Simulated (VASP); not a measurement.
# CsRuN2: energy against volume and a worked fit

```cif
data_structure
_symmetry_space_group_name_H-M 'Fd-3m:1'
_symmetry_Int_Tables_number 227
_cell_length_a 8.6389
_cell_length_b 8.6389
_cell_length_c 8.6389
_cell_angle_alpha 90.000
_cell_angle_beta 90.000
_cell_angle_gamma 90.000
_cell_volume 644.73
loop_
_atom_site_label
_atom_site_type_symbol
_atom_site_symmetry_multiplicity
_atom_site_Wyckoff_symbol
_atom_site_fract_x
_atom_site_fract_y
_atom_site_fract_z
_atom_site_occupancy
Cs1 Cs 8 a 0.50000 0.00000 0.50000 1
Ru1 Ru 8 b 0.00000 0.00000 0.50000 1
N1 N 16 d 0.37500 0.62500 0.37500 1
```

The cell comes from a database or a generator and needn't be the stable form of this composition.

The cell was scaled at fixed shape and fractions and run with VASP, PBE PAW files Cs_sv, N, Ru_pv, 520 eV; PBE, k mesh 6 × 6 × 6 on the cell of 8 atoms, fermi-dirac occupations of 0.05 eV, no spin polarisation, no spin-orbit coupling. Energies are those that the program minimises, any entropy of the smearing included. For a metal such a mesh isn't converged to the digits shown.

```csv
V (Å³/atom),energy over the lowest row (meV/atom)
18.9391,17.27
19.3420,?
19.7450,0.00
20.1480,0.01
20.5509,4.98
20.9539,14.39
21.3568,27.75
```

Question: Fit the third-order Birch-Murnaghan form, give V0, B0 and B′, and predict the energy left open.

Answer: With y = (V0/V)^(2/3), E = E0 + (9 V0 B0/16) [(y - 1)³ B′ + (y - 1)² (6 - 4y)]. Least squares through the rows shown give V0 = 19.9436 Å³/atom, E0 = -0.65 meV, B0 = 103.2 GPa (1 eV/Å³ = 160.218 GPa) and B′ = 4.55, with a largest miss of 0.01 meV. At V = 19.3420 the form with these constants gives 5.54 meV; the run gave 5.54 meV an atom.
